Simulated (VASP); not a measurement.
# CsMnSb (P4/nmm) in VASP: reference runs

Aim: a first look at CsMnSb with PBE, on the cell as given.

All numbers are computed with VASP 6.6.1; they aren't measurements. Logs are shortened: lines on timing, memory, paths and dates and some standing lists are left out, and cuts for length are marked.

## Step 1: The structure

Symmetry: P4/nmm, No. 129, tetragonal system. The conventional cell has a = 4.808 Å, b = 4.808 Å, c = 9.358 Å, α = 90.00°, β = 90.00°, γ = 90.00°. Cs (site symmetry 4mm) is surrounded by 4 Sb at 3.81 Å and 4 Mn at 4.01 Å. Sb (site symmetry 4mm) has 4 Mn at 2.83 Å as nearest neighbours. Around Mn (site symmetry -4m2) lie 4 Sb at 2.83 Å.

The cell comes from a database or a generator and needn't be the stable form of this composition.

## Step 2: Single point, PBE, collinear spin, ferromagnetic start

Input file INCAR:

```
SYSTEM = CsMnSb
PREC = Accurate
ENCUT = 520
EDIFF = 1E-7
ISMEAR = -1
SIGMA = 0.05
LREAL = .FALSE.
LASPH = .TRUE.
NELM = 120
ALGO = Normal
ISIF = 2
LWAVE = .FALSE.
LCHARG = .FALSE.
ISPIN = 2
MAGMOM = 0 0 0 0 4 4
LORBIT = 11
LMAXMIX = 4
GGA = PE
NBANDS = 40
```

Input file KPOINTS:

```
regular mesh
0
G
  6 6 3
  0 0 0
```

Input file POSCAR:

```
CsMnSb
1.0
    4.8083170000      0.0000000000      0.0000000000
    0.0000000000      4.8083170000      0.0000000000
    0.0000000000      0.0000000000      9.3584890000
Cs Sb Mn
2 2 2
Direct
    0.0000000000      0.5000000000      0.3426980000
    0.5000000000      0.0000000000      0.6573020000
    0.0000000000      0.5000000000      0.8411480000
    0.5000000000      0.0000000000      0.1588520000
    0.0000000000      0.0000000000      0.0000000000
    0.5000000000      0.5000000000      0.0000000000
```

Potentials or basis: VASP PAW PBE potentials, release 64 (Cs_sv, Sb, Mn_pv).

Command:

```sh
cat potpaw_PBE.64/Cs_sv/POTCAR potpaw_PBE.64/Sb/POTCAR potpaw_PBE.64/Mn_pv/POTCAR > POTCAR
mpirun -np 1 vasp_std > vasp.out
```

OUTCAR:

```text
SYSTEM = CsMnSb
   PREC = Accurate
   ENCUT = 520
   EDIFF = 1E-7
   ISMEAR = -1
   LREAL = .FALSE.
   LASPH = .TRUE.
   NELM = 120
   ISIF = 2
   ISPIN = 2
   LORBIT = 11
   GGA = PE

 ion  position               nearest neighbor table
   1  0.000  0.500  0.343-
   2  0.500  0.000  0.657-
   3  0.000  0.500  0.841-   5 2.83   6 2.83   5 2.83   6 2.83
   4  0.500  0.000  0.159-   5 2.83   6 2.83   6 2.83   5 2.83
   5  0.000  0.000  0.000-   3 2.83   4 2.83   3 2.83   4 2.83
   6  0.500  0.500  0.000-   3 2.83   4 2.83   4 2.83   3 2.83

  LATTYP: Found a simple tetragonal cell.
 ALAT       =     4.8083170000
 C/A-ratio  =     1.9463128159

  Lattice vectors:

 A1 = (   4.8083170000,   0.0000000000,   0.0000000000)
 A2 = (   0.0000000000,   4.8083170000,   0.0000000000)
 A3 = (   0.0000000000,   0.0000000000,   9.3584890000)

Analysis of symmetry for initial positions (statically):
=====================================================================
 Subroutine PRICEL returns:
 Original cell was already a primitive cell.

 Routine SETGRP: Setting up the symmetry group for a
 simple tetragonal supercell.

 Subroutine GETGRP returns: Found 16 space group operations
 (whereof  8 operations were pure point group operations)
 out of a pool of 16 trial point group operations.

The static configuration has the point symmetry D_2d.
 The point group associated with its full space group is D_4h.

Analysis of symmetry for dynamics (positions and initial velocities):
=====================================================================
 Subroutine PRICEL returns:
 Original cell was already a primitive cell.

 Routine SETGRP: Setting up the symmetry group for a
 simple tetragonal supercell.

 Subroutine GETGRP returns: Found 16 space group operations
 (whereof  8 operations were pure point group operations)
 out of a pool of 16 trial point group operations.

The dynamic configuration has the point symmetry D_2d.
 The point group associated with its full space group is D_4h.

Analysis of structural, dynamic, and magnetic symmetry:
=====================================================================
 Subroutine PRICEL returns:
 Original cell was already a primitive cell.

 Routine SETGRP: Setting up the symmetry group for a
 simple tetragonal supercell.

 Subroutine GETGRP returns: Found 16 space group operations
 (whereof  8 operations were pure point group operations)
 out of a pool of 16 trial point group operations.

The overall configuration has the point symmetry D_2d.
 The point group associated with its full space group is D_4h.

 Subroutine INISYM returns: Found 16 space group operations
 (whereof  8 operations are pure point group operations),
 and found     1 'primitive' translations

----------------------------------------------------------------------------------------

                                     Primitive cell

  volume of cell :     216.3674

  direct lattice vectors                    reciprocal lattice vectors
     4.808317000  0.000000000  0.000000000     0.207972977  0.000000000  0.000000000
     0.000000000  4.808317000  0.000000000     0.000000000  0.207972977  0.000000000
     0.000000000  0.000000000  9.358489000     0.000000000  0.000000000  0.106854857

  length of vectors
     4.808317000  4.808317000  9.358489000     0.207972977  0.207972977  0.106854857

  position of ions in fractional coordinates (direct lattice)
     0.000000000  0.500000000  0.342698000
     0.500000000  0.000000000  0.657302000
     0.000000000  0.500000000  0.841148000
     0.500000000  0.000000000  0.158852000
     0.000000000  0.000000000  0.000000000
     0.500000000  0.500000000  0.000000000

  ion indices of the primitive-cell ions
   primitive index   ion index
                 1           1
                 2           2
                 3           3
                 4           4
                 5           5
                 6           6

[... 28 lines left out ...]
  0.000000  0.000000  0.000000      1.000000
  0.166667  0.000000  0.000000      4.000000
  0.333333  0.000000  0.000000      4.000000
  0.500000  0.000000  0.000000      2.000000
  0.166667  0.166667  0.000000      4.000000
  0.333333  0.166667  0.000000      8.000000
[... 12 lines left out ...]
  0.500000  0.333333  0.333333      8.000000
  0.500000  0.500000  0.333333      2.000000
   k-points           NKPTS =     20   k-points in BZ     NKDIM =     20   number of bands    NBANDS=     40
   number of dos      NEDOS =    301   number of ions     NIONS =      6
   total plane-waves  NPLWV =  90720
   dimension x,y,z NGX =    36 NGY =   36 NGZ =   70
   dimension x,y,z NGXF=    72 NGYF=   72 NGZF=  140
   ions per type =               2   2   2
   NGX,Y,Z   is equivalent  to a cutoff of  12.45, 12.45, 12.43 a.u.
   NGXF,Y,Z  is equivalent  to a cutoff of  24.89, 24.89, 24.87 a.u.
 SYSTEM =  CsMnSb
   PREC   = accura    normal or accurate (medium, high low for compatibility)
   ISTART =      0    job   : 0-new  1-cont  2-samecut
   ICHARG =      2    charge: 1-file 2-atom 10-const
   ISPIN  =      2    spin polarized calculation?
   LNONCOLLINEAR =      F non collinear calculations
   LSORBIT =      F    spin-orbit coupling
   LASPH  =      T    aspherical Exc in radial PAW
   ENCUT  =  520.0 eV  38.22 Ry    6.18 a.u.   8.94  8.94 17.40*2*pi/ulx,y,z
   NELM   =    120;   NELMIN=  2; NELMDL= -5     # of ELM steps
   EDIFF  = 0.1E-06   stopping-criterion for ELM
   LREAL  =      F    real-space projection
   EDIFFG = 0.1E-05   stopping-criterion for IOM
   NSW    =      0    number of steps for IOM
   IBRION =     -1    ionic relax: 0-MD 1-quasi-New 2-CG
   NFREE  =      0    steps in history (QN), initial steepest desc. (CG)
   ISIF   =      2    stress and relaxation
   ISYM   =      2    0-nonsym 1-usesym 2-fastsym
   POTIM  = 0.5000    time-step for ionic-motion
   TEBEG  =    0.0;   TEEND  =   0.0 temperature during run
   PSTRESS=    0.0 pullay stress
   NELECT =      54.0000    total number of electrons
   NUPDOWN=      -1.0000    fix difference up-down
   EMIN   =  10.00;   EMAX   =-10.00  energy-range for DOS
   EFERMI =   0.00;   METHOD = LEGACY
   ISMEAR =    -1;   SIGMA  =   0.05  broadening in eV -4-tet -1-fermi 0-gaus
   EFERMI_NEDOS =   21; number of points for ismear=-14 and -15
   IALGO  =     38    algorithm
   IMIX   =      4    mixing-type and parameters
     AMIX     =   0.40;   BMIX     =  1.00
     AMIX_MAG =   1.60;   BMIX_MAG =  1.00
  volume/ion in A,a.u.               =      36.06       243.35
  Fermi-wavevector in a.u.,A,eV,Ry     =   1.030723  1.947785 14.454702  1.062391
  Thomas-Fermi vector in A             =   2.164836
   LORBIT       =     11    0 simple, 1 ext, 2 COOP (PROOUT), +10 PAW based schemes
   GGA     = PE    functional components
   LHFCALC =     F    Hartree Fock is set to
   AEXX    =    0.0000 exact exchange contribution
   IVDW    =     0    specifies the selected vdW correction
   LEPSILON=     F    determine dielectric tensor
   LRPA    =     F    only Hartree local field effects (RPA)
 spin polarized calculation
  energy-cutoff  :      520.00
  volume of cell :      216.37
 maximum number of plane-waves:      5860
 NGX is ok and might be reduce to    36
   NGX = 17   NGY = 17   NGZ = 35

 number of electron      54.0000072 magnetization       9.3076438

 Free energy of the ion-electron system (eV)
  ---------------------------------------------------
  ext. energy  EPLUGINS =         0.00000000
  ---------------------------------------------------
  free energy    TOTEN  =       -28.65764928 eV

  energy without entropy =      -28.62720315  energy(sigma->0) =      -28.64242621

 E-fermi :   4.0128     XC(G=0):  -8.4799

 val. band max:        4.0101928645   @ k =   0.3333   0.0000   0.3333
 cond. band min:       4.0480368375   @ k =   0.3333   0.1667   0.0000
 fundamental gap:      0.0378439730
 Fermi energy:         4.0128280322

 spin component 1

 k-point     1 :       0.0000    0.0000    0.0000
  band No.  band energies     occupation
      1     -46.6356      1.00000
      2     -46.6336      1.00000
      3     -46.4083      1.00000
      4     -46.4083      1.00000
      5     -46.3982      1.00000
      6     -46.3982      1.00000
[... 829 lines left out ...]
     38       7.7664      0.00000
     39       8.4186      0.00000
 Fermi energy:         4.0128280322

 spin component 2

 k-point     1 :       0.0000    0.0000    0.0000
  band No.  band energies     occupation
      1     -42.2445      1.00000
      2     -42.2418      1.00000
      3     -42.1578      1.00000
      4     -42.1578      1.00000
      5     -42.1448      1.00000
      6     -42.1448      1.00000
[... 829 lines left out ...]
     38       8.6162      0.00000
     39       9.0109      0.00000
 [bands above 39 left out]

------------------------ aborting loop because EDIFF is reached ----------------------------------------

  FORCE on cell =-STRESS in cart. coord.  units (eV):
  Direction    XX          YY          ZZ          XY          YZ          ZX
  --------------------------------------------------------------------------------------
  -------------------------------------------------------------------------------------
  Total       -0.2109198     -0.2109198     -0.3314678      0.0000000      0.0000000     -0.0000000
  in kB       -1.5618383     -1.5618383     -2.4544827      0.0000000      0.0000000     -0.0000000
  external PRESSURE =      -1.8593864 kB  Pullay stress =       0.0000000 kB

 VOLUME and BASIS-vectors are now :
 -----------------------------------------------------------------------------
  energy-cutoff  :      520.00
  volume of cell :      216.37
      direct lattice vectors                 reciprocal lattice vectors
     4.808317000  0.000000000  0.000000000     0.207972977  0.000000000  0.000000000
     0.000000000  4.808317000  0.000000000     0.000000000  0.207972977  0.000000000
     0.000000000  0.000000000  9.358489000     0.000000000  0.000000000  0.106854857

 POSITION                                       TOTAL-FORCE (eV/Angst)
 -----------------------------------------------------------------------------------
      0.00000      2.40416      3.20714         0.000000     -0.000000     -0.064662
      2.40416      0.00000      6.15135         0.000000      0.000000      0.064662
      0.00000      2.40416      7.87187        -0.000000     -0.000000     -0.001727
      2.40416      0.00000      1.48661         0.000000     -0.000000      0.001727
      0.00000      0.00000      0.00000        -0.000000      0.000000      0.000000
      2.40416      2.40416      0.00000         0.000000     -0.000000      0.000000
 -----------------------------------------------------------------------------------
    total drift:                                0.000000      0.000000     -0.000000

  FREE ENERGIE OF THE ION-ELECTRON SYSTEM (eV)
  ---------------------------------------------------
  free  energy   TOTEN  =       -28.6576492805 eV

  energy  without entropy=      -28.6272031484  energy(sigma->0) =      -28.64242621

 total charge

# of ion       s       p       d       tot
------------------------------------------
    1        1.841   4.676   0.055   6.572
    2        1.841   4.676   0.055   6.572
    3        1.121   1.352   0.018   2.490
    4        1.121   1.352   0.018   2.490
    5        0.264   6.175   4.915  11.353
    6        0.264   6.175   4.915  11.353
--------------------------------------------------
tot          6.451  24.405   9.975  40.831

 magnetization (x)

# of ion       s       p       d       tot
------------------------------------------
    1        0.003   0.008   0.013   0.024
    2        0.003   0.008   0.013   0.024
    3        0.005  -0.029   0.007  -0.017
    4        0.005  -0.029   0.007  -0.017
    5        0.047   0.047   3.992   4.086
    6        0.047   0.047   3.992   4.086
--------------------------------------------------
tot          0.109   0.050   8.025   8.183
```

Run time: 6.2 min. Hardware: 1 thread of Intel Xeon Platinum 8259CL at 2.50GHz (Skylake/Cascade Lake), shared host; peak memory 0.51 GiB.

Results:

- Free energy: -28.6576 eV
- Pressure: -0.2 GPa
- Largest force: 0.065 eV/Å
- Band gap on the k mesh: none (metal or under the smearing width)
- Net moment: 9.31 μB per cell
- Site moments: Cs +0.02; Sb -0.02; Mn +4.09 μB
- Valence electrons inside the program's atomic spheres: Cs 6.57; Sb 2.49; Mn 11.35

Forces on the atoms (eV/Å):
```
Cs   0.000  0.000 -0.065
Cs   0.000  0.000  0.065
Sb   0.000  0.000 -0.002
Sb   0.000  0.000  0.002
Mn   0.000  0.000  0.000
Mn   0.000  0.000  0.000
```

Stress tensor (GPa, compression positive):
```
-0.16  0.00  0.00
 0.00 -0.16  0.00
 0.00  0.00 -0.25
```

Levels at points of the mesh, in eV from the Fermi level:
Spin up:
```csv
k point,band 28,band 29,band 30,band 31,band 32,band 33,band 34,band 35,band 36,band 37
"(0.00, 0.00, 0.00)",-1.66,-1.66,-0.29,0.55,0.60,0.69,0.69,1.71,1.92,2.43
"(0.50, 0.00, 0.00)",-2.62,-0.62,-0.62,-0.26,-0.26,1.54,1.54,2.31,2.31,2.81
"(0.50, 0.50, 0.00)",-2.00,-1.94,-1.94,-1.57,-1.57,1.87,1.87,2.22,2.22,3.94
```
Spin down:
| k point | band 20 | band 21 | band 22 | band 23 | band 24 | band 25 |
| --- | --- | --- | --- | --- | --- | --- |
| (0.00, 0.00, 0.00) | -1.88 | -1.63 | -1.63 | -0.15 | 0.28 | 0.74 |
| (0.50, 0.00, 0.00) | -1.81 | -1.55 | -1.55 | 0.43 | 0.43 | 0.50 |
| (0.50, 0.50, 0.00) | -1.83 | -1.76 | -1.76 | -0.01 | -0.01 | 0.33 |

Caveat: only a ferromagnetic start was run, and an antiferromagnetic order may lie lower in energy. Spin-orbit coupling is left out, which matters for the levels of Cs, Sb.
